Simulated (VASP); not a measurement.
These are PBE GGA, VASP's PBE PAW potentials (set 64) (plane waves; VASP 6.6.1) values and carry that method's errors.

Input for VASP

**KPOINTS**
```
Automatic mesh
0
Gamma
1 1 1
0 0 0
```

INCAR:
```
SYSTEM = GaSi63
PREC = Normal
ENCUT = 400
EDIFF = 1E-5
NELM = 100
ALGO = Fast
LREAL = Auto
LASPH = .TRUE.
ISMEAR = 0
SIGMA = 0.05
GGA = PE
LMAXMIX = 4
LWAVE = .TRUE.
LCHARG = .FALSE.
NELMIN = 4
ISYM = 0
NELECT = 256.0
IBRION = 2
ISIF = 2
NSW = 60
EDIFFG = -0.03
```

**POSCAR**
```
GaSi63
1.0
 10.9370747000   0.0000000000   0.0000000000
  0.0000000000  10.9370747000   0.0000000000
  0.0000000000   0.0000000000  10.9370747000
Si Ga
63 1
Cartesian
  5.4685373500   0.0000000000   0.0000000000
  6.8356716875   1.3671343375   1.3671343375
  8.2028060250   2.7342686750   0.0000000000
  9.5699403625   4.1014030125   1.3671343375
  8.2028060250   0.0000000000   2.7342686750
  9.5699403625   1.3671343375   4.1014030125
  0.0000000000   0.0000000000   0.0000000000
  1.3671343375   1.3671343375   1.3671343375
  2.7342686750   2.7342686750   0.0000000000
  4.1014030125   4.1014030125   1.3671343375
  5.4685373500   5.4685373500   0.0000000000
  6.8356716875   6.8356716875   1.3671343375
  8.2028060250   8.2028060250   0.0000000000
  9.5699403625   9.5699403625   1.3671343375
  2.7342686750   0.0000000000   2.7342686750
  4.1014030125   1.3671343375   4.1014030125
  5.4685373500   2.7342686750   2.7342686750
  6.8403636925   4.1484543079   4.1414108318
  8.2028060250   5.4685373500   2.7342686750
  9.5699403625   6.8356716875   4.1014030125
  5.4685373500   0.0000000000   5.4685373500
  6.8356716875   1.3671343375   6.8356716875
  8.2028060250   2.7342686750   5.4685373500
  9.5699403625   4.1014030125   6.8356716875
  8.2028060250   0.0000000000   8.2028060250
  9.5699403625   1.3671343375   9.5699403625
  0.0000000000   5.4685373500   0.0000000000
  1.3671343375   6.8356716875   1.3671343375
  2.7342686750   8.2028060250   0.0000000000
  4.1014030125   9.5699403625   1.3671343375
  0.0000000000   2.7342686750   2.7342686750
  1.3671343375   4.1014030125   4.1014030125
  2.7342686750   5.4685373500   2.7342686750
  4.1120557233   6.8548881277   4.1054606672
  5.4685373500   8.2028060250   2.7342686750
  6.8356716875   9.5699403625   4.1014030125
  0.0000000000   0.0000000000   5.4685373500
  1.3671343375   1.3671343375   6.8356716875
  2.7342686750   2.7342686750   5.4685373500
  4.1136197249   4.1485636786   6.8523507264
  6.8117085568   6.7944389159   6.8531819441
  8.2028060250   8.2028060250   5.4685373500
  9.5699403625   9.5699403625   6.8356716875
  2.7342686750   0.0000000000   8.2028060250
  4.1014030125   1.3671343375   9.5699403625
  5.4685373500   2.7342686750   8.2028060250
  6.8356716875   4.1014030125   9.5699403625
  8.2028060250   5.4685373500   8.2028060250
  9.5699403625   6.8356716875   9.5699403625
  0.0000000000   8.2028060250   2.7342686750
  1.3671343375   9.5699403625   4.1014030125
  0.0000000000   5.4685373500   5.4685373500
  1.3671343375   6.8356716875   6.8356716875
  2.7342686750   8.2028060250   5.4685373500
  4.1014030125   9.5699403625   6.8356716875
  0.0000000000   2.7342686750   8.2028060250
  1.3671343375   4.1014030125   9.5699403625
  2.7342686750   5.4685373500   8.2028060250
  4.1014030125   6.8356716875   9.5699403625
  5.4685373500   8.2028060250   8.2028060250
  6.8356716875   9.5699403625   9.5699403625
  0.0000000000   8.2028060250   8.2028060250
  1.3671343375   9.5699403625   9.5699403625
  5.4631891205   5.4407899915   5.5073749023
```

POTCAR, in this order: Si Ga (PBE.64 set). Program: vasp_gam.

The run wrote:

### OUTCAR
```
 ion  position               nearest neighbor table
   1  0.500  0.000  0.000-   2 2.37  30 2.37  45 2.37  61 2.37
   2  0.625  0.125  0.125-   1 2.37   3 2.37   5 2.37  17 2.37
   3  0.750  0.250  0.000-   2 2.37   4 2.37  26 2.37  47 2.37
   4  0.875  0.375  0.125-   3 2.37  19 2.37  27 2.37  31 2.37
   5  0.750  0.000  0.250-   2 2.37   6 2.37  14 2.37  36 2.37
   6  0.875  0.125  0.375-   5 2.37  23 2.37  31 2.37  37 2.37
   7  0.000  0.000  0.000-   8 2.37  14 2.37  26 2.37  63 2.37
   8  0.125  0.125  0.125-   7 2.37   9 2.37  15 2.37  31 2.37
   9  0.250  0.250  0.000-   8 2.37  10 2.37  45 2.37  57 2.37
  10  0.375  0.375  0.125-   9 2.37  11 2.37  17 2.37  33 2.37
  11  0.500  0.500  0.000-  10 2.37  12 2.37  47 2.37  59 2.37
  12  0.625  0.625  0.125-  11 2.37  13 2.37  19 2.37  35 2.37
  13  0.750  0.750  0.000-  12 2.37  14 2.37  49 2.37  61 2.37
  14  0.875  0.875  0.125-   5 2.37   7 2.37  13 2.37  50 2.37
  15  0.250  0.000  0.250-   8 2.37  16 2.37  30 2.37  51 2.37
  16  0.375  0.125  0.375-  15 2.37  17 2.37  21 2.37  39 2.37
  17  0.500  0.250  0.250-   2 2.37  10 2.37  16 2.37  18 2.42
  18  0.625  0.379  0.379-  64 2.33  19 2.36  23 2.37  17 2.42
  19  0.750  0.500  0.250-  18 2.36  12 2.37   4 2.37  20 2.37
  20  0.875  0.625  0.375-  19 2.37  42 2.37  50 2.37  52 2.37
  21  0.500  0.000  0.500-  16 2.37  22 2.37  36 2.37  55 2.37
  22  0.625  0.125  0.625-  21 2.37  23 2.37  25 2.37  46 2.37
  23  0.750  0.250  0.500-   6 2.37  22 2.37  24 2.37  18 2.37
  24  0.875  0.375  0.625-  23 2.37  48 2.37  52 2.37  56 2.37
...
```

File OSZICAR:
```
       N       E                     dE             d eps       ncg     rms          rms(c)
DAV:   1     0.116473350975E+04    0.11647E+04   -0.95921E+04   322   0.113E+03
DAV:   2    -0.187536212332E+03   -0.13523E+04   -0.12903E+04   420   0.203E+02
DAV:   3    -0.333177277663E+03   -0.14564E+03   -0.13708E+03   396   0.597E+01
DAV:   4    -0.337940474316E+03   -0.47632E+01   -0.47296E+01   380   0.128E+01
DAV:   5    -0.338079872627E+03   -0.13940E+00   -0.13890E+00   380   0.234E+00    0.276E+01
RMM:   6    -0.333299773462E+03    0.47801E+01   -0.27369E+00   322   0.259E+00    0.168E+01
RMM:   7    -0.331274988830E+03    0.20248E+01   -0.69103E+00   324   0.425E+00    0.109E+00
RMM:   8    -0.331343137065E+03   -0.68148E-01   -0.63763E-01   322   0.159E+00    0.517E-01
RMM:   9    -0.331367413426E+03   -0.24276E-01   -0.18314E-01   327   0.764E-01    0.530E-01
RMM:  10    -0.331369570354E+03   -0.21569E-02   -0.25826E-02   325   0.337E-01    0.469E-01
RMM:  11    -0.331371584076E+03   -0.20137E-02   -0.22067E-02   322   0.245E-01    0.306E-01
RMM:  12    -0.331371250836E+03    0.33324E-03   -0.53363E-03   325   0.138E-01    0.789E-02
RMM:  13    -0.331371451238E+03   -0.20040E-03   -0.13230E-03   336   0.673E-02    0.129E-01
RMM:  14    -0.331371168218E+03    0.28302E-03   -0.39421E-04   322   0.347E-02    0.148E-01
RMM:  15    -0.331371089570E+03    0.78648E-04   -0.32307E-04   318   0.233E-02    0.159E-01
RMM:  16    -0.331371094275E+03   -0.47055E-05   -0.42696E-05   236   0.114E-02
   1 F= -.33137109E+03 E0= -.33137109E+03  d E =-.331371E+03
       N       E                     dE             d eps       ncg     rms          rms(c)
DAV:   1    -0.331508559151E+03   -0.13747E+00   -0.37795E+00   380   0.317E+00    0.966E-01
RMM:   2    -0.331524584410E+03   -0.16025E-01   -0.20352E-01   322   0.919E-01    0.368E-01
RMM:   3    -0.331525984020E+03   -0.13996E-02   -0.35858E-02   325   0.408E-01    0.160E-01
RMM:   4    -0.331526472437E+03   -0.48842E-03   -0.69115E-03   338   0.177E-01    0.985E-02
RMM:   5    -0.331526530226E+03   -0.57789E-04   -0.12148E-03   329   0.763E-02    0.174E-02
RMM:   6    -0.331526561963E+03   -0.31736E-04   -0.34153E-04   349   0.376E-02    0.147E-02
RMM:   7    -0.331526564982E+03   -0.30195E-05   -0.57489E-05   249   0.153E-02
   2 F= -.33152656E+03 E0= -.33152656E+03  d E =-.155471E+00
       N       E                     dE             d eps       ncg     rms          rms(c)
DAV:   1    -0.331529232964E+03   -0.26710E-02   -0.98197E-02   372   0.517E-01    0.153E-01
RMM:   2    -0.331529642660E+03   -0.40970E-03   -0.52364E-03   322   0.150E-01    0.580E-02
RMM:   3    -0.331529672918E+03   -0.30258E-04   -0.89950E-04   324   0.666E-02    0.244E-02
RMM:   4    -0.331529686260E+03   -0.13342E-04   -0.18136E-04   326   0.291E-02    0.164E-02
RMM:   5    -0.331529687493E+03   -0.12335E-05   -0.32365E-05   219   0.124E-02
   3 F= -.33152969E+03 E0= -.33152969E+03  d E =-.158593E+00
       N       E                     dE             d eps       ncg     rms          rms(c)
DAV:   1    -0.331541799433E+03   -0.12113E-01   -0.26879E-01   348   0.948E-01    0.272E-01
RMM:   2    -0.331543052769E+03   -0.12533E-02   -0.14971E-02   322   0.266E-01    0.103E-01
RMM:   3    -0.331543194270E+03   -0.14150E-03   -0.25669E-03   323   0.121E-01    0.460E-02
RMM:   4    -0.331543233108E+03   -0.38838E-04   -0.52646E-04   342   0.544E-02    0.284E-02
RMM:   5    -0.331543237307E+03   -0.41986E-05   -0.92828E-05   309   0.225E-02
   4 F= -.33154324E+03 E0= -.33154324E+03  d E =-.135498E-01
       N       E                     dE             d eps       ncg     rms          rms(c)
DAV:   1    -0.331544206418E+03   -0.97331E-03   -0.44905E-02   364   0.388E-01    0.112E-01
RMM:   2    -0.331544422447E+03   -0.21603E-03   -0.25482E-03   322   0.110E-01    0.418E-02
RMM:   3    -0.331544449934E+03   -0.27487E-04   -0.44718E-04   323   0.505E-02    0.194E-02
RMM:   4    -0.331544457222E+03   -0.72877E-05   -0.94987E-05   322   0.228E-02
   5 F= -.33154446E+03 E0= -.33154446E+03  d E =-.147697E-01
       N       E                     dE             d eps       ncg     rms          rms(c)
DAV:   1    -0.331547319394E+03   -0.28695E-02   -0.57481E-02   348   0.463E-01    0.119E-01
RMM:   2    -0.331547550034E+03   -0.23064E-03   -0.27855E-03   322   0.120E-01    0.464E-02
RMM:   3    -0.331547582561E+03   -0.32527E-04   -0.48625E-04   324   0.552E-02    0.218E-02
RMM:   4    -0.331547589083E+03   -0.65224E-05   -0.94669E-05   328   0.249E-02
   6 F= -.33154759E+03 E0= -.33154759E+03  d E =-.313186E-02
       N       E                     dE             d eps       ncg     rms          rms(c)
DAV:   1    -0.331548089946E+03   -0.50739E-03   -0.24965E-02   348   0.305E-01    0.784E-02
RMM:   2    -0.331548191798E+03   -0.10185E-03   -0.12163E-03   322   0.798E-02    0.303E-02
RMM:   3    -0.331548207132E+03   -0.15334E-04   -0.21780E-04   325   0.369E-02    0.152E-02
RMM:   4    -0.331548209937E+03   -0.28051E-05   -0.40489E-05   239   0.166E-02
   7 F= -.33154821E+03 E0= -.33154821E+03  d E =-.375272E-02
       N       E                     dE             d eps       ncg     rms          rms(c)
DAV:   1    -0.331549232434E+03   -0.10253E-02   -0.30002E-02   348   0.334E-01    0.842E-02
RMM:   2    -0.331549354373E+03   -0.12194E-03   -0.14532E-03   322   0.868E-02    0.339E-02
RMM:   3    -0.331549369017E+03   -0.14644E-04   -0.26629E-04   326   0.401E-02    0.156E-02
RMM:   4    -0.331549372621E+03   -0.36045E-05   -0.51274E-05   275   0.182E-02
   8 F= -.33154937E+03 E0= -.33154937E+03  d E =-.116268E-02
```

OUTCAR:
```
------------------------ aborting loop because EDIFF is reached ----------------------------------------
  FORCE on cell =-STRESS in cart. coord.  units (eV):
  Direction    XX          YY          ZZ          XY          YZ          ZX
  --------------------------------------------------------------------------------------
  Total       18.7401306     18.7291146     18.7632344     -0.0070806     -0.0016741     -0.0340530
  in kB       22.9498399     22.9363493     22.9781337     -0.0086712     -0.0020501     -0.0417026
  external PRESSURE =      22.9547743 kB  Pullay stress =       0.0000000 kB
  volume of cell :     1308.29
      direct lattice vectors                 reciprocal lattice vectors
    10.937074700  0.000000000  0.000000000     0.091432127  0.000000000  0.000000000
     0.000000000 10.937074700  0.000000000     0.000000000  0.091432127  0.000000000
     0.000000000  0.000000000 10.937074700     0.000000000  0.000000000  0.091432127
 POSITION                                       TOTAL-FORCE (eV/Angst)
 -----------------------------------------------------------------------------------
      5.46860      0.00174      0.00316        -0.002425      0.001633      0.004371
      6.82907      1.36266      1.36530         0.015729     -0.004973     -0.000219
      8.20094      2.73497      0.00213         0.003972     -0.001068     -0.006599
      9.57446      4.10716      1.36411        -0.001569     -0.011476      0.004850
      8.20080     10.93657      2.73777         0.007910      0.000352     -0.003253
      9.57607      1.36278      4.10709         0.004445     -0.005231     -0.013208
     10.93690     10.93668     10.93675         0.000857      0.006694      0.002146
      1.36882      1.36870      1.36847         0.002699      0.000300      0.002561
      2.73786      2.73708      0.00204        -0.007630     -0.004744      0.000870
      4.10411      4.10306      1.37740        -0.000581      0.000357     -0.005270
      5.46794      5.46757      0.00183         0.001141      0.003590     -0.001921
      6.83462      6.83442      1.37361        -0.000753      0.001051      0.002288
      8.20075      8.20072     10.93658         0.003607      0.006346      0.006568
      9.56823      9.56864      1.36847         0.000265     -0.007332      0.005660
      2.73824      0.00313      2.73809        -0.012376      0.001101     -0.007724
      4.10447      1.37855      4.10343        -0.000689     -0.007425      0.008360
      5.48835      2.73404      2.73358         0.006971     -0.000169      0.000826
      6.85568      4.08768      4.08807        -0.003119     -0.007190     -0.000514
      8.20789      5.45456      2.73123        -0.002714     -0.011456      0.002417
      9.56298      6.83628      4.10431         0.001116     -0.007900      0.004587
      5.46828      0.00095      5.46812        -0.000939      0.001679      0.000183
      6.83369      1.37497      6.83410        -0.003105      0.001971     -0.003694
      8.20863      2.72981      5.45303        -0.002487      0.005380     -0.007917
      9.56507      4.10211      6.83506        -0.002533      0.001617      0.001893
      8.19978      0.00046      8.19991         0.005697      0.013024      0.009231
      9.56863      1.36846      9.56803        -0.003321      0.001995      0.000747
     10.93581      5.46827      0.00432        -0.000170     -0.000314     -0.002089
      1.36163      6.82889      1.36372        -0.000452      0.018163      0.001852
      2.73548      8.20157      0.00216        -0.002509      0.007179     -0.003868
      4.10747      9.57725      1.36341        -0.015998     -0.003750     -0.001275
      0.00201      2.73771      2.73709        -0.000658     -0.008169     -0.003026
      1.37683      4.10405      4.10304        -0.006381      0.002051      0.006347
      2.73188      5.48659      2.73110        -0.000861      0.011255     -0.000254
      4.08297      6.85818      4.08331         0.001289     -0.002060      0.000961
      5.45406      8.20923      2.72899        -0.011776     -0.006959      0.008877
      6.83572      9.56216      4.10509        -0.006122      0.002772     -0.000576
     10.93439     10.93630      5.46895        -0.000066      0.007148     -0.004379
      1.36075      1.36003      6.82944        -0.000343     -0.001429      0.012869
      2.72892      2.73028      5.48709        -0.004180     -0.005213      0.008228
      4.07531      4.08079      6.86499         0.009234      0.004740     -0.018302
      6.85536      6.85418      6.86335         0.000855     -0.000650     -0.007077
      8.20520      8.20447      5.48836        -0.001735      0.003337      0.003722
      9.57310      9.57511      6.82932         0.000762     -0.003928      0.016502
      2.73692      0.00015      8.20064        -0.003387     -0.002236      0.006016
      4.10729      1.36121      9.57712        -0.009340     -0.001219      0.005289
      5.45239      2.72872      8.21023        -0.005469      0.003346      0.000439
      6.83505      4.10157      9.56609        -0.001718      0.001947     -0.003641
      8.21076      5.48266      8.21201        -0.004984      0.015067     -0.009877
      9.57790      6.83019      9.57717        -0.000711      0.011286      0.001831
      0.00019      8.20135      2.73743         0.000499      0.011560     -0.004865
      1.36182      9.57833      4.10751        -0.006623     -0.000391     -0.012646
      0.00037      5.46850      5.46803         0.000060      0.002968      0.001448
      1.37294      6.83596      6.83342         0.004808     -0.002112      0.001994
      2.72861      8.21008      5.45234         0.005532     -0.005107     -0.009153
      4.10309      9.56356      6.83475         0.005707     -0.000160      0.000812
      0.00147      2.73598      8.20121        -0.007282     -0.001037      0.005981
      1.35956      4.10685      9.57991         0.003787     -0.005915      0.000994
      2.72428      5.45565      8.21331         0.010894     -0.017051     -0.008328
      4.10203      6.83608      9.56641         0.003107     -0.007814     -0.003535
      5.48459      8.20976      8.21153         0.008570      0.003943     -0.002806
      6.83008      9.57870      9.57759         0.009595     -0.005679      0.004122
     10.93644      8.20157      8.19995         0.008796      0.004230      0.006069
      1.36856      9.56911      9.56812         0.004309     -0.009883      0.000834
      5.46253      5.46901      5.47919         0.002792      0.001961     -0.006728
 -----------------------------------------------------------------------------------
    total drift:                               -0.026510      0.004257      0.039121
  FREE ENERGIE OF THE ION-ELECTRON SYSTEM (eV)
  ---------------------------------------------------
  free  energy   TOTEN  =      -331.5493726214 eV

  energy  without entropy=     -331.5493726214  energy(sigma->0) =     -331.54937262

 reached required accuracy - stopping structural energy minimisation
```
(Selected blocks of OUTCAR.)

**CONTCAR**
```
GaSi63
   1.00000000000000
    10.9370747000000001    0.0000000000000000    0.0000000000000000
     0.0000000000000000   10.9370747000000001    0.0000000000000000
     0.0000000000000000    0.0000000000000000   10.9370747000000001
  Si              Ga
    63     1
Direct
     0.5000056911038462    0.0001590825325318    0.0002885519179575
     0.6243963405795416    0.1245905050144601    0.1248326648583824
     0.7498293997758334    0.2500638001193040    0.0001950928758213
     0.8754133863587231    0.3755267363782299    0.1247234144813432
     0.7498169935655228    0.9999535248130604    0.2503200473626426
     0.8755608218728707    0.1246015482042999    0.3755195562508252
     0.9999836211392199    0.9999641687077622    0.9999703168514851
     0.1251540973949624    0.1251435493576849    0.1251222134885609
     0.2503286471214202    0.2502568552715597    0.0001860981214539
     0.3752476517319915    0.3751516147179025    0.1259383385257777
     0.4999450241124551    0.4999119135450614    0.0001672031347244
     0.6249042539267440    0.6248853596009137    0.1255917144273009
     0.7498124297805254    0.7498093411986041    0.9999544808604804
     0.8748436360124439    0.8748811834471018    0.1251225780931566
     0.2503626537475083    0.0002858084138847    0.2503492621953723
     0.3752800033756437    0.1260436248446748    0.3751851711044574
     0.5018114950534405    0.2499787001955962    0.2499371652124847
     0.6268291868882263    0.3737452564743273    0.3737805361819402
     0.7504651108850465    0.4987216416944202    0.2497219066356055
     0.8743638209027500    0.6250558938363943    0.3752659427181437
     0.4999766777478060    0.0000870665188593    0.4999619715405518
     0.6248192505856864    0.1257162659309747    0.6248559661772900
     0.7505321741679103    0.2495926578858508    0.4985824370978792
     0.8745543642195505    0.3750650277591535    0.6249438940236920
     0.7497236528376438    0.0000420644132457    0.7497351887967579
     0.8748799937031954    0.1251214804635722    0.8748250883307173
     0.9998842699113056    0.4999755715281636    0.0003953295133992
     0.1244971550818278    0.6243802905809904    0.1246878595144459
     0.2501110353594509    0.7498873400498910    0.0001975861961973
     0.3755547837874165    0.8756680438557879    0.1246591530748333
     0.0001835859674833    0.2503150333690433    0.2502582521181133
     0.1258866218428719    0.3752416286516477    0.3751493293306722
     0.2497816127044812    0.5016506962402003    0.2497103479782469
     0.3733147327539605    0.6270577217504250    0.3733457570052126
     0.4986759679971272    0.7505869532763710    0.2495175843355492
     0.6250041320804571    0.8742887636570779    0.3753372894834247
     0.9997549009075573    0.9999287442085609    0.5000374667837649
     0.1244161758564074    0.1243500580900630    0.6244303466220043
     0.2495109530552253    0.2496357014541261    0.5016959002507867
     0.3726143492787304    0.3731156847638817    0.6276802578423286
     0.6268001562790304    0.6266918449224869    0.6275306969119072
     0.7502191148130761    0.7501521257994506    0.5018124736132418
     0.8752890436315117    0.8754727455014724    0.6244188798534585
     0.2502428046967199    0.0000139369548910    0.7498017842090481
     0.3755383109960175    0.1244580130919186    0.8756565012712567
     0.4985237295738370    0.2494922635334867    0.7506789906777969
     0.6249429278552155    0.3750149973418951    0.8746478869212507
     0.7507270719482630    0.5012910267614944    0.7508410978639513
     0.8757278144036242    0.6244986336335403    0.8756610725870017
     0.0000177862464781    0.7498666316443824    0.2502894881962373
     0.1245142245847492    0.8757668075998143    0.3755580221486137
     0.0000339214416029    0.4999963907873430    0.4999533358224409
     0.1255308964597568    0.6250259463667547    0.6247942167947957
     0.2494822234295629    0.7506651609114414    0.4985193535273963
     0.3751538958662820    0.8744167421053690    0.6249160739169892
     0.0001346739164460    0.2501561740161259    0.7498538775458893
     0.1243073636879682    0.3754980082635706    0.8759114731653861
     0.2490864245186473    0.4988212330121844    0.7509606742219768
     0.3750575714584213    0.6250372367099327    0.8746772602824919
     0.5014672785704801    0.7506358661723733    0.7507980647804930
     0.6244888266280120    0.8758013125555669    0.8756991225477413
     0.9999416901370631    0.7498868376703188    0.7497392101893933
     0.1251307939597611    0.8749240565536146    0.8748333936275146
     0.4994507997226556    0.5000431052749118    0.5009737880099520
```

The cell is charged, with a uniform compensating background. The supercell is sampled at Γ alone, which is coarse: total energies, pressure and levels can be off, energies of defects by several tenths of an eV.

The cell is a supercell with a defect, built from Si (diamond): Ga_Si, charge -1. The run is not spin-polarised, so no state with unpaired spins was tried.
